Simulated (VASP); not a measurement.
OSZICAR of a VASP run on MnSi (B20):

### OSZICAR
```
       N       E                     dE             d eps       ncg     rms          rms(c)
DAV:   1     0.714140833809E+03    0.71414E+03   -0.31425E+04  7864   0.162E+03
DAV:   2    -0.133133022515E+02   -0.72745E+03   -0.70609E+03  7568   0.504E+02
DAV:   3    -0.742143025264E+02   -0.60901E+02   -0.58790E+02  8962   0.151E+02
DAV:   4    -0.759731327206E+02   -0.17588E+01   -0.17469E+01  9124   0.258E+01
DAV:   5    -0.760058811127E+02   -0.32748E-01   -0.32725E-01  8910   0.388E+00    0.381E+01
DAV:   6    -0.767588483540E+02   -0.75297E+00   -0.22534E+02  9234   0.102E+02    0.296E+01
DAV:   7    -0.663947406001E+02    0.10364E+02   -0.83779E+01  8166   0.637E+01    0.911E+00
DAV:   8    -0.663438123337E+02    0.50928E-01   -0.35332E+00  7932   0.937E+00    0.295E+00
DAV:   9    -0.662975868501E+02    0.46225E-01   -0.30914E-01  9080   0.356E+00    0.154E+00
DAV:  10    -0.663036031324E+02   -0.60163E-02   -0.32223E-02  9798   0.110E+00    0.715E-01
DAV:  11    -0.663024707348E+02    0.11324E-02   -0.18451E-02  9332   0.679E-01    0.233E-01
DAV:  12    -0.663027942173E+02   -0.32348E-03   -0.11822E-03  8648   0.249E-01    0.129E-01
DAV:  13    -0.663027162842E+02    0.77933E-04   -0.71405E-05  8794   0.741E-02    0.687E-02
DAV:  14    -0.663026316216E+02    0.84663E-04   -0.29470E-05  8642   0.341E-02    0.310E-02
DAV:  15    -0.663026128695E+02    0.18752E-04   -0.35073E-06  8718   0.114E-02    0.143E-02
DAV:  16    -0.663025968416E+02    0.16028E-04   -0.21142E-06  8506   0.994E-03    0.269E-03
DAV:  17    -0.663025973616E+02   -0.51996E-06   -0.13171E-07  4088   0.316E-03    0.950E-04
DAV:  18    -0.663025995461E+02   -0.21845E-05   -0.31164E-08  4008   0.129E-03    0.387E-04
DAV:  19    -0.663026001754E+02   -0.62929E-06   -0.78683E-09  3986   0.582E-04    0.169E-04
DAV:  20    -0.663026003533E+02   -0.17795E-06   -0.16130E-09  3988   0.279E-04    0.123E-04
DAV:  21    -0.663026004217E+02   -0.68319E-07   -0.41101E-10  3974   0.126E-04
   1 F= -.66302600E+02 E0= -.66302600E+02  d E =0.000000E+00  mag=     3.7650
```

Which electronic solver shows in the log?

It is blocked Davidson (ALGO = Normal, or the opening steps of other solvers). The INCAR had ALGO = Normal.

How was spin treated?

Collinear spin (ISPIN = 2): the summary line carries one mag value, 3.77 μB in the cell.

Can the final energy be trusted as converged?

Self-consistency was reached. It stopped with EDIFF = 1E-7, NELM = 100 (PBEsol GGA, plane waves, VASP's PBE PAW potentials (set 64)). The moments were started parallel, and other spin orders were not tried in this run.

The compound is MnSi in the B20 structure. It was relaxed first, which changed the volume by -6 %.
